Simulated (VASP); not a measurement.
Method: PBE GGA, VASP's PBE PAW potentials (set 64) (plane waves; VASP).

A VASP calculation is set up with these files.

KPOINTS:
```
kpoints
0
G
 19 19 10
0 0 0
```

**INCAR**
```
SYSTEM = Co
PREC = Normal
ENCUT = 400
EDIFF = 1E-5
NELM = 100
ALGO = Fast
LREAL = .FALSE.
LASPH = .TRUE.
ISMEAR = 1
SIGMA = 0.1
GGA = PE
LMAXMIX = 4
ISPIN = 2
MAGMOM = 1.8 1.8
LORBIT = 10
LWAVE = .FALSE.
LCHARG = .FALSE.
NELMIN = 4
IBRION = 2
ISIF = 2
NSW = 20
EDIFFG = -0.03
```

### POSCAR
```
Co
1
    2.4922663284     0.0000000000     0.0000000000
   -1.2461331642     2.1583661849     0.0000000000
    0.0000000000     0.0000000000     4.0282941794
Co
2
Direct
  0.6666670000   0.3333330000   0.7500000000
  0.3333330000   0.6666670000   0.2500000000
```

POTCAR, in this order: Co (PBE.64 set). Program: vasp_std.

The run wrote:

**OUTCAR**
```
 ion  position               nearest neighbor table
   1  0.667  0.333  0.750-   2 2.48   2 2.48   2 2.48   2 2.48   2 2.48   2 2.48
   2  0.333  0.667  0.250-   1 2.48   1 2.48   1 2.48   1 2.48   1 2.48   1 2.48
  LATTYP: Found a hexagonal cell.
 ALAT       =     2.4922663284
 C/A-ratio  =     1.6163176999
 Subroutine PRICEL returns:
 Original cell was already a primitive cell.
 Subroutine GETGRP returns: Found 24 space group operations
The static configuration has the point symmetry D_3d.
 The point group associated with its full space group is D_6h.
The dynamic configuration has the point symmetry D_3d.
The overall configuration has the point symmetry D_3d.
 Subroutine INISYM returns: Found 24 space group operations
 Subroutine IBZKPT returns following result:
 Found    240 irreducible k-points:

 Following reciprocal coordinates:
            Coordinates               Weight
  0.000000  0.000000  0.000000      1.000000
  0.052632 -0.000000  0.000000      6.000000
  0.105263 -0.000000  0.000000      6.000000
  0.157895  0.000000  0.000000      6.000000
  0.210526  0.000000  0.000000      6.000000
  0.263158 -0.000000  0.000000      6.000000
  0.315789  0.000000  0.000000      6.000000
  0.368421  0.000000  0.000000      6.000000
  0.421053  0.000000  0.000000      6.000000
  0.473684  0.000000  0.000000      6.000000
  0.052632  0.052632  0.000000      6.000000
  0.105263  0.052632  0.000000     12.000000
  0.157895  0.052632  0.000000     12.000000
  0.210526  0.052632  0.000000     12.000000
  0.263158  0.052632  0.000000     12.000000
  0.315789  0.052632  0.000000     12.000000
  0.368421  0.052632  0.000000     12.000000
  0.421053  0.052632  0.000000     12.000000
  0.473684  0.052632  0.000000      6.000000
  0.105263  0.105263  0.000000      6.000000
  0.157895  0.105263  0.000000     12.000000
...
```

**OSZICAR**
```
       N       E                     dE             d eps       ncg     rms          rms(c)
DAV:   1     0.699191235474E+02    0.69919E+02   -0.70342E+03 14720   0.131E+03
DAV:   2    -0.143113183466E+02   -0.84230E+02   -0.77905E+02 14456   0.238E+02
DAV:   3    -0.161413518331E+02   -0.18300E+01   -0.17833E+01 17396   0.488E+01
DAV:   4    -0.161707949605E+02   -0.29443E-01   -0.29437E-01 20658   0.469E+00
DAV:   5    -0.161710213952E+02   -0.22643E-03   -0.22643E-03 17871   0.387E-01    0.148E+01
RMM:   6    -0.144790610949E+02    0.16920E+01   -0.13083E+01 14400   0.515E+01    0.750E+00
RMM:   7    -0.141094021437E+02    0.36966E+00   -0.18211E+00 14400   0.214E+01    0.418E+00
RMM:   8    -0.140848046625E+02    0.24597E-01   -0.52153E-02 14456   0.179E+00    0.178E+00
RMM:   9    -0.140718214025E+02    0.12983E-01   -0.13662E-02 15020   0.862E-01    0.469E-01
RMM:  10    -0.140717058413E+02    0.11556E-03   -0.21842E-03 15012   0.508E-01    0.199E-01
RMM:  11    -0.140716825414E+02    0.23300E-04   -0.72112E-04 16129   0.219E-01    0.479E-02
RMM:  12    -0.140716886960E+02   -0.61546E-05   -0.14801E-04 15286   0.112E-01    0.355E-02
RMM:  13    -0.140716955285E+02   -0.68324E-05   -0.33654E-05 10707   0.645E-02
   1 F= -.14071696E+02 E0= -.14071669E+02  d E =-.140717E+02  mag=     3.2212
```

OUTCAR:
```
------------------------ aborting loop because EDIFF is reached ----------------------------------------
  FORCE on cell =-STRESS in cart. coord.  units (eV):
  Direction    XX          YY          ZZ          XY          YZ          ZX
  --------------------------------------------------------------------------------------
  Total       -0.2484221     -0.2484222     -0.3170164      0.0000000      0.0000000      0.0000000
  in kB      -18.3679252    -18.3679292    -23.4396699      0.0000000      0.0000000      0.0000000
  external PRESSURE =     -20.0585081 kB  Pullay stress =       0.0000000 kB
  volume of cell :       21.67
      direct lattice vectors                 reciprocal lattice vectors
     2.492266328  0.000000000  0.000000000     0.401241227  0.231656706  0.000000000
    -1.246133164  2.158366185  0.000000000     0.000000000  0.463313411  0.000000000
     0.000000000  0.000000000  4.028294179     0.000000000  0.000000000  0.248244035
 POSITION                                       TOTAL-FORCE (eV/Angst)
 -----------------------------------------------------------------------------------
      1.24613      0.71945      3.02122        -0.000000      0.000000      0.000000
     -0.00000      1.43891      1.00707         0.000000     -0.000000      0.000000
 -----------------------------------------------------------------------------------
    total drift:                                0.000015     -0.000009     -0.000022
  FREE ENERGIE OF THE ION-ELECTRON SYSTEM (eV)
  ---------------------------------------------------
  free  energy   TOTEN  =       -14.0716955285 eV

  energy  without entropy=      -14.0716174241  energy(sigma->0) =      -14.07166949

 total charge

# of ion       s       p       d       tot
------------------------------------------
    1        0.490   0.523   7.260   8.273
    2        0.490   0.523   7.260   8.273
--------------------------------------------------
tot          0.980   1.046  14.520  16.546

 magnetization (x)

# of ion       s       p       d       tot
------------------------------------------
    1       -0.015  -0.055   1.701   1.631
    2       -0.015  -0.055   1.701   1.631
--------------------------------------------------
tot         -0.030  -0.110   3.402   3.262

 reached required accuracy - stopping structural energy minimisation
```
(Selected blocks of OUTCAR.)

File OUTCAR:
```
 val. band max:       10.2696904357   @ k =   0.1053   0.0526   0.3000

 cond. band min:      10.2791144264   @ k =   0.2632   0.0526   0.4000


 Fermi energy:        10.2763728367

 spin component 1

 k-point     1 :       0.0000    0.0000    0.0000
  band No.  band energies     occupation
      1       1.3619      1.00000
      2       5.1432      1.00000
      3       7.6676      1.00000
      4       7.6852      1.00000
      5       7.6852      1.00000
      6       7.9982      1.00000
      7       7.9982      1.00000
      8       8.3408      1.00000
      9       8.3408      1.00000
     10       9.4436      1.00000
     11       9.4436      1.00000
     12      10.2103      0.94552
     13      16.6503      0.00000
     14      32.2801      0.00000
     15      34.9876      0.00000

 k-point     2 :       0.0526   -0.0000    0.0000
  band No.  band energies     occupation
      1       1.4594      1.00000
      2       5.2025      1.00000
      3       7.5411      1.00000
      4       7.7310      1.00000
      5       7.7990      1.00000
      6       7.9757      1.00000
      7       8.0385      1.00000
      8       8.2923      1.00000
      9       8.3116      1.00000
     10       8.9964      1.00000
     11       9.4564      1.00000
     12      10.7719     -0.00000
     13      16.6669      0.00000
     14      31.5875      0.00000
     15      33.3321      0.00000

 k-point     3 :       0.1053   -0.0000    0.0000
  band No.  band energies     occupation
      1       1.7482      1.00000
      2       5.3690      1.00000
      3       7.3811      1.00000
      4       7.8644      1.00000
      5       7.8763      1.00000
      6       7.9695      1.00000
      7       8.0538      1.00000
      8       8.1565      1.00000
      9       8.2314      1.00000
     10       8.5265      1.00000
     11       9.4891      1.00000
     12      11.6796     -0.00000
     13      16.7202      0.00000
...
```

The compound is Co in the hcp structure. It was relaxed first.
